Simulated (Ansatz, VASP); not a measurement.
**LuMnIn: VASP beside Ansatz**

```
Lu In Mn
1.0
     4.73656    0.00000    0.00000
    -2.36828    4.10198    0.00000
     0.00000    0.00000    3.40074
Lu In Mn
1 1 1
Direct
  0.00000 0.00000 0.00000
  0.66667 0.33333 0.50000
  0.33333 0.66667 0.50000
```

The cell comes from a database or a generator and needn't be the stable form of this composition.

Alike in both runs: task single point; functional PBE; k mesh 7 × 7 × 8; occupations fermi-dirac, width 0.05 eV; collinear spin, ferromagnetic start.

```csv
,VASP,Ansatz
version,VASP 6.6.1,Ansatz 0.2.0
potentials or method,"VASP PAW PBE potentials, release 64 (Lu, In_d, Mn_pv)",Ansatz PAW
plane-wave cutoff (eV),520,420
valence electrons in the cell,51,53
```

|  | VASP | Ansatz | Ansatz less VASP |
| --- | --- | --- | --- |
| gap on the k mesh at the Fermi level (eV) | none | none | - |
| pressure (GPa) | 0.0 | -0.1 | -0.15 |
| net moment per atom (μB) | 1.17 | 1.17 | +0.001 |
| size of the moment on the site where the two differ most (μB) | 0.04 | 0.02 | -0.016 |

Site moments also hang on the region over which each program counts them. A gap of «none» marks a metal or a gap that the smearing closes. The two sets of potentials don't hold the same shells in valence.

Caveats: spin-orbit coupling is left out, which moves the levels of the heavy elements.
